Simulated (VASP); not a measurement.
An input for Quantum ESPRESSO's pw.x (written as the equivalent of a VASP run, and not itself run):

```
&CONTROL
  calculation = 'vc-relax'
  pseudo_dir = './pseudo'
  outdir = './out'
  tprnfor = .true.
  tstress = .true.
  nstep = 60
  forc_conv_thr = 0.00078
/
&SYSTEM
  ibrav = 0
  nat = 5
  ntyp = 3
  ecutwfc = 84
  occupations = 'smearing'
  smearing = 'gaussian'
  degauss = 0.003675
  input_dft = 'revpbe'
/
&ELECTRONS
  conv_thr = 7.3e-08
  electron_maxstep = 100
/
&IONS
/
&CELL
/
ATOMIC_SPECIES
  Ba 137.327 Ba.upf
  Zr 91.224 Zr.upf
  O 15.999 O.upf
CELL_PARAMETERS angstrom
     4.2613025   -0.0000000   -0.0000000
    -0.0000000    4.2613025   -0.0000000
     0.0000000    0.0000000    4.2613025
ATOMIC_POSITIONS crystal
  Ba   0.0000000  0.0000000  0.0000000
  Zr   0.5000000  0.5000000  0.5000000
  O    0.5000000  0.0000000  0.5000000
  O    0.0000000  0.5000000  0.5000000
  O    0.5000000  0.5000000  0.0000000
K_POINTS automatic
  5 5 5 0 0 0
```

### Question
Translate this input to VASP (INCAR, KPOINTS, POSCAR, choice of POTCAR).

### Answer
Several could match; the one computed here: 
KPOINTS:
```
Automatic mesh
0
Gamma
5 5 5
0 0 0
```

**INCAR**
```
SYSTEM = BaZrO3
PREC = Accurate
ENCUT = 520
EDIFF = 1E-6
NELM = 100
ALGO = Normal
LREAL = .FALSE.
LASPH = .TRUE.
ISMEAR = 0
SIGMA = 0.05
GGA = RE
LMAXMIX = 4
LWAVE = .FALSE.
LCHARG = .FALSE.
IBRION = 2
ISIF = 3
NSW = 60
EDIFFG = -0.02
```

File POSCAR:
```
BaZrO3
1
    4.2613024768    -0.0000000000    -0.0000000000
   -0.0000000000     4.2613024768    -0.0000000000
    0.0000000000     0.0000000000     4.2613024768
Ba Zr O
1 1 3
Direct
  0.0000000000   0.0000000000   0.0000000000
  0.5000000000   0.5000000000   0.5000000000
  0.5000000000   0.0000000000   0.5000000000
  0.0000000000   0.5000000000   0.5000000000
  0.5000000000   0.5000000000   0.0000000000
```

POTCAR, in this order: Ba_sv Zr_sv O (PBE.64 set). Program: vasp_std.

What does not carry over: the potentials are each code's own (VASP's PAW set, PseudoDojo norm-conserving files in pw.x), so ENCUT and ecutwfc are chosen apart and not converted; conv_thr bounds pw.x's estimated SCF error, while EDIFF bounds the energy change between steps; forc_conv_thr acts on force components and is met together with etot_conv_thr.

The compound is BaZrO3 in the cubic perovskite structure. It was relaxed first, which changed the volume by +5 %. The start is the result of an earlier pass.
